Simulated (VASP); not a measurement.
Crystal: YB6.

```
Y B
1.0
     4.11300    0.00000    0.00000
     0.00000    4.11300    0.00000
     0.00000    0.00000    4.11300
Y B
1 6
Direct
  0.00000 0.00000 0.00000
  0.20700 0.50000 0.50000
  0.50000 0.20700 0.50000
  0.79300 0.50000 0.50000
  0.50000 0.79300 0.50000
  0.50000 0.50000 0.20700
  0.50000 0.50000 0.79300
```

- Program: VASP 6.6.1
- Task: relaxation of cell and atoms
- Functional: LDA
- Potentials or basis: VASP PAW LDA potentials, release 64 (Y_sv, B)
- Cutoff: 600 eV
- k mesh: 12 × 12 × 12
- Occupations: gaussian, width 0.1 eV
- Spin: no spin polarisation

At the start: pressure -6.3 GPa; volume 9.94 Å³/atom.

How do energy, volume and symmetry change on relaxing?

Over 7 steps the energy falls by 40.4 meV/atom and the volume is 9.43 Å³/atom (-5.1 %); space group Pm-3m (No. 221, to 0.05 Å).

The path:
```tsv
step	energy change (eV)	largest force (eV/Å)	pressure (GPa)	volume (Å³)
1	0.0000	1.9925	-6.28	69.58
2	0.6430	5.1849	1.75	65.73
3	-0.2445	0.2158	-5.61	68.13
4	-0.2714	0.0590	3.32	64.93
5	-0.2827	0.0422	0.02	66.03
6	-0.2825	0.0807	-0.03	66.07
7	-0.2828	0.0001	0.00	66.04
```

Final structure:
```cif
data_structure
_symmetry_space_group_name_H-M 'P 1'
_symmetry_Int_Tables_number 1
_cell_length_a 4.0421
_cell_length_b 4.0421
_cell_length_c 4.0421
_cell_angle_alpha 90.000
_cell_angle_beta 90.000
_cell_angle_gamma 90.000
_cell_volume 66.04
loop_
_atom_site_label
_atom_site_type_symbol
_atom_site_fract_x
_atom_site_fract_y
_atom_site_fract_z
_atom_site_occupancy
Y1 Y 0.00000 0.00000 0.00000 1
B1 B 0.19893 0.50000 0.50000 1
B2 B 0.50000 0.19893 0.50000 1
B3 B 0.80107 0.50000 0.50000 1
B4 B 0.50000 0.80107 0.50000 1
B5 B 0.50000 0.50000 0.19893 1
B6 B 0.50000 0.50000 0.80107 1
```
